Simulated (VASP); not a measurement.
LaB6:

```xyz
7
Lattice="4.1570 0.0000 0.0000 0.0000 4.1570 0.0000 0.0000 0.0000 4.1570" Properties=species:S:1:pos:R:3 pbc="T T T"
La    0.0000    0.0000    0.0000
B     0.8210    2.0785    2.0785
B     2.0785    0.8210    2.0785
B     3.3360    2.0785    2.0785
B     2.0785    3.3360    2.0785
B     2.0785    2.0785    0.8210
B     2.0785    2.0785    3.3360
```

* Program: VASP 6.6.1
* Task: relaxation of cell and atoms
* Functional: PBE
* Dispersion: D3(BJ)
* Potentials or basis: VASP PAW PBE potentials, release 64 (La, B)
* Cutoff: 600 eV
* k mesh: 10 × 10 × 10
* Occupations: methfessel-paxton, width 0.1 eV
* Spin: no spin polarisation

At the start: pressure -4.7 GPa; volume 10.26 Å³/atom.

Problem. How do energy, volume and symmetry change on relaxing?

Solution. Over 5 steps the energy falls by 5.9 meV/atom and the volume is 10.01 Å³/atom (-2.5 %); space group Pm-3m (No. 221, to 0.05 Å).

Step by step:
```
step  energy change (eV)  largest force (eV/Å)  pressure (GPa)  volume (Å³)
   1              0.0000                0.5898           -4.69        71.84
   2              0.0673                1.4786            5.04        68.76
   3             -0.0373                0.1435           -1.36        70.65
   4             -0.0395                0.1106            0.83        69.71
   5             -0.0410                0.0094           -0.04        70.08
```

Final structure:
```
La B
1.0
     4.12276    0.00000    0.00000
     0.00000    4.12276    0.00000
     0.00000    0.00000    4.12276
La B
1 6
Direct
  0.00000 0.00000 0.00000
  0.19939 0.50000 0.50000
  0.50000 0.19939 0.50000
  0.80061 0.50000 0.50000
  0.50000 0.80061 0.50000
  0.50000 0.50000 0.19939
  0.50000 0.50000 0.80061
```

Caveat: pairwise dispersion overbinds metals, which lowers pressure and volume.
